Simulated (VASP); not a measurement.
Here is a VASP 6.6.1 calculation.

File POSCAR:

```
C
1.0
    0.0000000000      1.7774500000      1.7774500000
    1.7774500000      0.0000000000      1.7774500000
    1.7774500000      1.7774500000      0.0000000000
C
2
Direct
    0.5000000000      0.5000000000      0.5000000000
    0.7500000000      0.7500000000      0.7500000000
```

INCAR.step1

```
SYSTEM = C
PREC = Accurate
ENCUT = 520
EDIFF = 1E-5
ISMEAR = 0
SIGMA = 0.02
LREAL = .False.
LASPH = .True.
NELM = 80
ALGO = Normal
ISIF = 2
LWAVE = .True.
LCHARG = .False.
NBANDS = 11
GGA = PE
```

Contents of INCAR.step2:

```
SYSTEM = C
PREC = Accurate
ENCUT = 520
EDIFF = 1E-6
ISMEAR = 0
SIGMA = 0.02
LREAL = .False.
LASPH = .True.
NELM = 80
ALGO = Normal
ISIF = 2
LWAVE = .False.
LCHARG = .False.
GGA = PE
LHFCALC = .True.
AEXX = 0.25
PRECFOCK = Fast
NBANDS = 11
ISTART = 1
```

The input KPOINTS:

```
Automatic mesh
0
Gamma
  8 8 8
  0 0 0
```

Potentials or basis: VASP PAW PBE potentials, release 64 (C).

Run with:

```bash
$ cat potpaw_PBE.64/C/POTCAR > POTCAR
$ cp INCAR.step1 INCAR
$ mpirun -np 1 vasp_std > vasp.out
$ cp INCAR.step2 INCAR
$ mpirun -np 1 vasp_std > vasp.out
```

Question: Predict the band gap on the k mesh.

Answer: 6.07 eV, indirect (least direct gap 7.74 eV).

Question: Predict the pressure.

Answer: -3.0 GPa.

Caveat: the PAW data sets were made with another functional, which shifts forces and pressure a little. A k mesh can miss the band edges.
